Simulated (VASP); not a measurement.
Output of a VASP run:

**OSZICAR**
```
...
DAV:   1    -0.124792805099E+02   -0.86368E-02   -0.34665E-01   624   0.352E+00    0.418E-01
DAV:   2    -0.124735127022E+02    0.57678E-02   -0.10949E-02   649   0.697E-01    0.228E-01
DAV:   3    -0.124715801116E+02    0.19326E-02   -0.63681E-03   689   0.459E-01    0.568E-02
DAV:   4    -0.124715664557E+02    0.13656E-04   -0.16902E-04   679   0.956E-02    0.338E-02
DAV:   5    -0.124715599689E+02    0.64868E-05   -0.20985E-05   754   0.319E-02    0.848E-03
DAV:   6    -0.124715596987E+02    0.27021E-06   -0.23579E-06   449   0.105E-02
   3 F= -.12471560E+02 E0= -.12471560E+02  d E =-.263241E-02
       N       E                     dE             d eps       ncg     rms          rms(c)
DAV:   1    -0.124724583817E+02   -0.89841E-03   -0.36730E-02   624   0.116E+00    0.135E-01
DAV:   2    -0.124723782302E+02    0.80151E-04   -0.13344E-03   689   0.255E-01    0.508E-02
DAV:   3    -0.124723130258E+02    0.65204E-04   -0.97798E-05   719   0.652E-02    0.218E-02
DAV:   4    -0.124723071838E+02    0.58419E-05   -0.25832E-05   704   0.329E-02    0.540E-03
DAV:   5    -0.124723070240E+02    0.15984E-06   -0.21222E-06   449   0.103E-02
   4 F= -.12472307E+02 E0= -.12472307E+02  d E =-.747325E-03
       N       E                     dE             d eps       ncg     rms          rms(c)
DAV:   1    -0.124731854060E+02   -0.87822E-03   -0.10000E-01   624   0.192E+00    0.224E-01
DAV:   2    -0.124729712899E+02    0.21412E-03   -0.36302E-03   689   0.420E-01    0.839E-02
DAV:   3    -0.124727943667E+02    0.17692E-03   -0.26326E-04   714   0.107E-01    0.358E-02
DAV:   4    -0.124727785963E+02    0.15770E-04   -0.69968E-05   704   0.542E-02    0.891E-03
DAV:   5    -0.124727781792E+02    0.41712E-06   -0.59454E-06   629   0.170E-02
   5 F= -.12472778E+02 E0= -.12472778E+02  d E =-.121848E-02
       N       E                     dE             d eps       ncg     rms          rms(c)
DAV:   1    -0.124729521715E+02   -0.17358E-03   -0.25754E-03   624   0.321E-01    0.326E-02
DAV:   2    -0.124729316821E+02    0.20489E-04   -0.10946E-04   734   0.714E-02    0.161E-02
DAV:   3    -0.124729232874E+02    0.83947E-05   -0.16285E-05   689   0.248E-02    0.390E-03
DAV:   4    -0.124729229920E+02    0.29536E-06   -0.87962E-07   317   0.668E-03
   6 F= -.12472923E+02 E0= -.12472923E+02  d E =-.144813E-03
       N       E                     dE             d eps       ncg     rms          rms(c)
DAV:   1    -0.124733592160E+02   -0.43593E-03   -0.23191E-02   624   0.963E-01    0.960E-02
DAV:   2    -0.124731842992E+02    0.17492E-03   -0.99338E-04   739   0.215E-01    0.481E-02
DAV:   3    -0.124731107196E+02    0.73580E-04   -0.14232E-04   679   0.733E-02    0.119E-02
DAV:   4    -0.124731080885E+02    0.26311E-05   -0.85357E-06   739   0.198E-02    0.585E-03
DAV:   5    -0.124731078858E+02    0.20269E-06   -0.45442E-07   327   0.534E-03
   7 F= -.12473108E+02 E0= -.12473108E+02  d E =-.329707E-03
       N       E                     dE             d eps       ncg     rms          rms(c)
DAV:   1    -0.124732716901E+02   -0.16360E-03   -0.43402E-03   624   0.417E-01    0.491E-02
DAV:   2    -0.124732161857E+02    0.55504E-04   -0.15377E-04   684   0.848E-02    0.261E-02
DAV:   3    -0.124731921729E+02    0.24013E-04   -0.64921E-05   644   0.457E-02    0.641E-03
DAV:   4    -0.124731920834E+02    0.89517E-07   -0.81777E-07   400   0.689E-03
   8 F= -.12473192E+02 E0= -.12473192E+02  d E =-.841976E-04
```

**OUTCAR**
```
------------------------ aborting loop because EDIFF is reached ----------------------------------------
  FORCE on cell =-STRESS in cart. coord.  units (eV):
  Direction    XX          YY          ZZ          XY          YZ          ZX
  --------------------------------------------------------------------------------------
  Total       -0.0332238     -0.0332239     -0.0133540      0.0000000      0.0000000      0.0000000
  in kB       -0.7661271     -0.7661273     -0.3079375      0.0000000      0.0000000      0.0000000
  external PRESSURE =      -0.6133973 kB  Pullay stress =       0.0000000 kB
  volume of cell :       69.48
      direct lattice vectors                 reciprocal lattice vectors
     3.959372441  0.000000000 -0.000000000     0.252565278  0.145818619  0.000000000
    -1.979686221  3.428917405  0.000000000    -0.000000000  0.291637238 -0.000000000
    -0.000000000  0.000000000  5.117717209     0.000000000 -0.000000000  0.195399620
 POSITION                                       TOTAL-FORCE (eV/Angst)
 -----------------------------------------------------------------------------------
      1.00922      0.00000      1.70590         0.011700      0.000000      0.000000
      3.45476      0.87401      3.41181        -0.005850      0.010132     -0.000000
      1.47508      2.55491     -0.00000        -0.005850     -0.010132     -0.000000
 -----------------------------------------------------------------------------------
    total drift:                                0.000267     -0.000425      0.000013
  FREE ENERGIE OF THE ION-ELECTRON SYSTEM (eV)
  ---------------------------------------------------
  free  energy   TOTEN  =       -12.4731920834 eV

  energy  without entropy=      -12.4731919176  energy(sigma->0) =      -12.47319200

 reached required accuracy - stopping structural energy minimisation
```
(Selected blocks of OUTCAR.)

**POSCAR**
```
Se
1
    4.0094562571    -0.0000000000     0.0000000000
   -2.0047281286     3.4722912733     0.0000000000
   -0.0000000000     0.0000000000     5.0581731401
Se
3
Direct
  0.2533579447   0.0000000000   0.3333330000
  0.0000000000   0.2533579447   0.6666670000
  0.7466420553   0.7466420553   0.0000000000
```

Problem. Reconstruct the remaining input files.

Solution. Several could match; the one computed here: the input of the run itself, LDA (Ceperley-Alder, Perdew-Zunger), plane waves, VASP's LDA PAW potentials (set 64).

**INCAR**
```
ALGO=Normal
EDIFF=1E-6
EDIFFG=-0.02
ENCUT=400
IBRION=2
ISIF=3
ISMEAR=0
LASPH=.TRUE.
LCHARG=.FALSE.
LMAXMIX=4
LREAL=.FALSE.
LWAVE=.FALSE.
NELM=100
NSW=60
PREC=Accurate
SIGMA=0.05
SYSTEM=Se
```

### KPOINTS
```
Automatic
0
Gamma
6 6 4
```

POTCAR, in this order: Se (LDA.64 set). Program: vasp_std.

The structure comes from a computed database's Se entry (P3_121); how it stands against other phases isn't given here. This run relaxes it. Symmetry was kept, so distortions that lower it aren't found. The start is the result of an earlier pass.
